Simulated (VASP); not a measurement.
These are PBE GGA, VASP's PBE PAW potentials (set 64) (plane waves; VASP) values and carry that method's errors.

Input for VASP

**POSCAR**
```
Sc
3.3170180
  0.5000000072  -0.8660253900   0.0000000000
  0.5000000072   0.8660253900   0.0000000000
  0.0000000000   0.0000000000   1.5562706840
Sc
2
Cartesian
  0.5000000072   0.2886757074   0.3890676710
  0.5000000072  -0.2886757074   1.1672030130
```

KPOINTS:
```
Automatic mesh
0
Gamma
14 14 8
0 0 0
```

INCAR:
```
# general
SYSTEM  = Sc
PREC    = Accurate
ENCUT   = 400
LREAL   = .FALSE.
LASPH   = .TRUE.

# electronic loop
EDIFF   = 1E-7
NELM    = 100
ALGO    = Normal
LMAXMIX = 4

# smearing
ISMEAR  = -5

# functional
GGA     = PE

# ions
ISIF    = 2

# output
LWAVE   = .FALSE.
LCHARG  = .TRUE.
LORBIT  = 11
NEDOS   = 601
```

POTCAR, in this order: Sc_sv (PBE.64 set). Program: vasp_std.

Output

### OSZICAR
```
       N       E                     dE             d eps       ncg     rms          rms(c)
DAV:   1     0.338288658846E+03    0.33829E+03   -0.99987E+03  3656   0.128E+03
DAV:   2     0.442031600482E+01   -0.33387E+03   -0.32915E+03  4972   0.662E+02
DAV:   3    -0.135754952833E+02   -0.17996E+02   -0.17621E+02  5893   0.165E+02
DAV:   4    -0.138783677313E+02   -0.30287E+00   -0.29874E+00  5486   0.201E+01
DAV:   5    -0.138827364900E+02   -0.43688E-02   -0.43595E-02  5963   0.238E+00    0.761E+00
DAV:   6    -0.126633424543E+02    0.12194E+01   -0.28643E+00  4510   0.219E+01    0.227E+00
DAV:   7    -0.125081166842E+02    0.15523E+00   -0.70425E-01  4664   0.987E+00    0.869E-01
DAV:   8    -0.124982899967E+02    0.98267E-02   -0.29877E-02  4959   0.255E+00    0.249E-01
DAV:   9    -0.124967714311E+02    0.15186E-02   -0.88194E-03  4678   0.113E+00    0.218E-02
DAV:  10    -0.124967876824E+02   -0.16251E-04   -0.12771E-04  5935   0.168E-01    0.924E-03
DAV:  11    -0.124967821523E+02    0.55301E-05   -0.39773E-06  5614   0.277E-02    0.246E-03
DAV:  12    -0.124967849987E+02   -0.28464E-05   -0.51729E-07  4116   0.759E-03    0.114E-03
DAV:  13    -0.124967845019E+02    0.49682E-06   -0.29467E-08  2668   0.311E-03    0.882E-05
DAV:  14    -0.124967844890E+02    0.12902E-07   -0.55569E-09  2458   0.188E-03
   1 F= -.12496784E+02 E0= -.12496784E+02  d E =0.000000E+00
```

OUTCAR:
```
------------------------ aborting loop because EDIFF is reached ----------------------------------------
  FORCE on cell =-STRESS in cart. coord.  units (eV):
  Direction    XX          YY          ZZ          XY          YZ          ZX
  --------------------------------------------------------------------------------------
  Total        0.0206272      0.0206272     -0.0213164     -0.0000000     -0.0000000      0.0000000
  in kB        0.6718811      0.6718810     -0.6943281     -0.0000000     -0.0000000      0.0000000
  external PRESSURE =       0.2164780 kB  Pullay stress =       0.0000000 kB
  volume of cell :       49.19
      direct lattice vectors                 reciprocal lattice vectors
     1.658509024 -2.872621807  0.000000000     0.301475598 -0.174057023  0.000000000
     1.658509024  2.872621807  0.000000000     0.301475598  0.174057023  0.000000000
     0.000000000  0.000000000  5.162177872     0.000000000  0.000000000  0.193716688
 POSITION                                       TOTAL-FORCE (eV/Angst)
 -----------------------------------------------------------------------------------
      1.65851      0.95754      1.29054         0.000000      0.000000      0.000000
      1.65851     -0.95754      3.87163        -0.000000     -0.000000      0.000000
 -----------------------------------------------------------------------------------
    total drift:                               -0.000123      0.000691     -0.000015
  FREE ENERGIE OF THE ION-ELECTRON SYSTEM (eV)
  ---------------------------------------------------
  free  energy   TOTEN  =       -12.4967844890 eV

  energy  without entropy=      -12.4967844890  energy(sigma->0) =      -12.49678449

 total charge

# of ion       s       p       d       tot
------------------------------------------
    1        2.275   6.103   1.003   9.381
    2        2.275   6.103   1.003   9.381
--------------------------------------------------
tot          4.549  12.206   2.007  18.762
```
(Selected blocks of OUTCAR.)

For a metal the tetrahedron method with Blöchl corrections gives inexact stress and forces.

The compound is Sc in the hcp structure. It was relaxed first.
